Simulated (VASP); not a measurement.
MgS (relaxed from the rock salt structure, space group Fm-3m) is relaxed at rising pressure, each step from the one before. Symmetry mostly holds the structure type, and other phases were not tried. The mesh follows the cell, and a change of mesh leaves a small step in the series.

Data:

```yaml
crystal:
  lattice:
    - [0.00000, 2.58892, 2.58892]
    - [2.58892, 0.00000, 2.58892]
    - [2.58892, 2.58892, 0.00000]
  atoms:
    - { symbol: Mg, position: [0.00000, 0.00000, 0.00000] }
    - { symbol: S, position: [0.50000, 0.50000, 0.50000] }
```

These are PBEsol GGA, VASP's PBE PAW potentials (set 64) (plane waves; VASP) values and carry that method's errors. Settings: 500 eV cut-off, 9×9×9 Γ-centred mesh, Gaussian smearing of 0.050 eV, potentials Mg S.

```json
[
 {"P (GPa)": "0", "V (Å³/atom)": "17.35", "H − H(0) (eV/atom)": "0.000", "space group": "Fm-3m", "k-mesh": "9×9×9"},
 {"P (GPa)": "5", "V (Å³/atom)": "?", "H − H(0) (eV/atom)": "?", "space group": "Fm-3m", "k-mesh": "9×9×9"},
 {"P (GPa)": "10", "V (Å³/atom)": "15.66", "H − H(0) (eV/atom)": "1.026", "space group": "Fm-3m", "k-mesh": "9×9×9"},
 {"P (GPa)": "20", "V (Å³/atom)": "14.56", "H − H(0) (eV/atom)": "1.967", "space group": "Fm-3m", "k-mesh": "9×9×9"},
 {"P (GPa)": "30", "V (Å³/atom)": "?", "H − H(0) (eV/atom)": "?", "space group": "Fm-3m", "k-mesh": "10×10×10"},
 {"P (GPa)": "45", "V (Å³/atom)": "12.79", "H − H(0) (eV/atom)": "4.087", "space group": "Fm-3m", "k-mesh": "10×10×10"}
]
```

Task: What belongs in the gaps?

Result: 
- 5, V (Å³/atom): 16.40
- 5, H − H(0) (eV/atom): 0.526
- 30, V (Å³/atom): 13.74
- 30, H − H(0) (eV/atom): 2.848

Pressures at which the relaxation failed are left out.

The structure was generated: MgS was put into the rock salt type (Fm-3m), which need not be its known phase.
